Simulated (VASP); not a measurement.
These are PBE GGA, VASP's PBE PAW potentials (set 64) (plane waves; VASP) values and carry that method's errors. For the first row: Numerical set-up: 400 eV cut-off, 11×11×11 Γ-centred mesh, tetrahedra with Blöchl corrections, potentials In_d As.

```csv
system,energy (eV/atom)
InAs (zinc blende),-3.8597
In (bct),-2.5594
As (a7),-4.6709
```

The references are the elements' solids at the same level; no temperature or zero-point terms are added.

Question: What is the formation energy per atom of InAs?

Answer: The references average (1×(-2.5594) + 1×(-4.6709))/2 = -3.6151 eV, so the formation energy is -3.8597 − (-3.6151) = -0.245 eV/atom. Measured: -0.310 eV/atom at 298 K (as given by Yubo Zhang et al., npj Computational Materials (2018), doi:10.1038/s41524-018-0065-z).
